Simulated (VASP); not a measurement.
```
CELL_PARAMETERS angstrom
      0.00000     2.86636     2.86636
      2.86636     0.00000     2.86636
      2.86636     2.86636     0.00000
ATOMIC_POSITIONS crystal
  Sb 0.00000 0.00000 0.00000
  Ag 0.50000 0.50000 0.50000
```

Calculation: r2SCAN meta-GGA, VASP's PBE PAW potentials (set 64) (plane waves; VASP 6.6.1). Numerical set-up: 480 eV cut-off, 10×10×10 Γ-centred mesh, first-order Methfessel-Paxton smearing of 0.10 eV, potentials Sb Ag.

Energy and stress use the plane-wave basis of the starting cell.

Task: The ions, cell shape and volume at an external pressure of 2.0 GPa are relaxed. Which structure does the run end with?

Result: 
```
CELL_PARAMETERS angstrom
      0.00000     2.84440     2.84440
      2.84440     0.00000     2.84440
      2.84440     2.84440     0.00000
ATOMIC_POSITIONS crystal
  Sb 0.00000 0.00000 0.00000
  Ag 0.50000 0.50000 0.50000
```
Space group Fm-3m (225), at a tolerance of 0.03 Å.

Task: How do energy and volume change from the first to the last step?

Result: The energy (σ→0) changes by +3.6 meV/atom and the volume by -2.3 %, in 3 ionic steps.

| step | E(σ→0) (eV) | max force (eV/Å) | pressure (GPa) | volume (Å³) |
|---|---|---|---|---|
| 1 | -46.6346 | 0.000 | 0.20 | 47.10 |
| 2 | -46.6156 | 0.000 | 3.34 | 45.32 |
| 3 | -46.6273 | 0.000 | 2.01 | 46.03 |

The structure was generated: AgSb was put into the rocksalt type (Fm-3m), which need not be its known phase. This run relaxes it under an external pressure of 2 GPa. Symmetry was kept, so distortions that lower it aren't found.
